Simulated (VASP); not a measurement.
```yaml
crystal:
  lattice:
    - [4.72306, 0.00000, 0.00000]
    - [0.00000, 4.72306, 0.00000]
    - [0.00000, 0.00000, 5.95145]
  atoms:
    - { symbol: Yb, position: [0.50000, 0.00000, 0.23680] }
    - { symbol: Yb, position: [0.00000, 0.50000, 0.76320] }
    - { symbol: Se, position: [0.00000, 0.00000, 0.00000] }
    - { symbol: Se, position: [0.50000, 0.50000, 0.00000] }
```

Level of theory: PBE GGA, VASP's PBE PAW potentials (set 64) (plane waves; VASP). Settings: 200 eV cut-off, 4×4×4 Γ-centred mesh, Gaussian smearing of 0.050 eV, potentials Yb_2 Se.

The 4f electrons are frozen in the core of the lanthanide potential, so 4f levels, which can set the real gap, and their magnetism are missing. At this cut-off the stress carries a Pulay error, which pulls relaxed volumes low.

Problem. Which forces act on the atoms, in eV/Å?

Solution. 
```csv
atom,Fx,Fy,Fz
Yb1,0.000,0.000,-0.449
Yb2,0.000,0.000,0.449
Se3,0.000,0.000,0.000
Se4,0.000,0.000,0.000
```

Problem. Give the stress tensor in GPa (positive for a compressed cell).

Solution. 
```
 8.48   0.00   0.00
 0.00   8.48   0.00
 0.00   0.00  -3.77
```
The pressure is its mean diagonal, 4.40 GPa.

The structure was generated: YbSe was put into the litharge type (P4/nmm), which need not be its known phase. The cell was not relaxed at this level. The k-mesh is coarse (spacing up to 0.33 per Å, 2π included), so the numbers may not be converged in it. The run is one of a series of settings (ENCUT = 200 against the base run), some of them coarse on purpose.
